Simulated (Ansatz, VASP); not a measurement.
## One structure in several programs: PIr2 (Fm-3m, 3 atoms in the cell)

Self-consistent single point.

```xyz
3
Lattice="0.0000 2.7787 2.7787 2.7787 0.0000 2.7787 2.7787 2.7787 0.0000" Properties=species:S:1:pos:R:3 pbc="T T T"
P      0.0000     0.0000     0.0000
Ir     1.3894     1.3894     1.3894
Ir     4.1681     4.1681     4.1681
```

All programs got the same cell, k-point mesh and kind of occupations (in Ansatz's words: kpoints.mp_grid.grid = 10 10 10; scf.occupations.method = gaussian; scf.occupations.width = 0.0037 Ry); potentials, basis and cutoffs are each program's usual ones.

```tsv
code	model	pressure (GPa)	cutoff
Ansatz	LDA (PW92), PAW files made with PBE	-8.48	default
VASP	LDA (PZ), VASP's LDA PAW potentials (set 64)	-7.40	300 eV
```

The spread over the programs that give each value: pressure within 1.08 GPa.

The starting cell comes from a database of computed structures (which also holds hypothetical and non-ambient phases and stackings), without a prior relaxation at this level. On Ansatz's run: Spin-orbit coupling is off. Spin polarisation is off; with an odd number of electrons in the cell that forces a metal, and a magnetic state may lie lower. With a pressure of about -8 GPa the cell is away from its equilibrium volume at this level.

Question: Why do the programs differ, and what cannot be compared?

Answer: Differences of this kind can come from the potentials, where these differ, and from what each basis and cutoff leave unconverged. The valence holds different numbers of electrons (Ansatz (an electronic-structure program) 39, VASP 23). The zero of total energies and Fermi levels follows the potentials and each program's conventions, so they are not compared here. Ansatz's pressure is given at a fixed set of plane waves, as the other plane-wave codes print theirs; with its correction for the finite basis it is -8.43 GPa. Ansatz's smearing width was typed in Ry to four decimals, so it matches the others to a few per cent. The same LDA comes in different parametrisations, which differ slightly.

VASP's run is marked for a possible Pulay error in its stress at this cutoff; no cutoff test was made.

Left out of this page: Quantum ESPRESSO, GPAW, Elk, FLEUR and SIESTA (not drawn, or without a comparable value); ABINIT (with a known weakness of the program).

Keys are those of Ansatz 0.2.
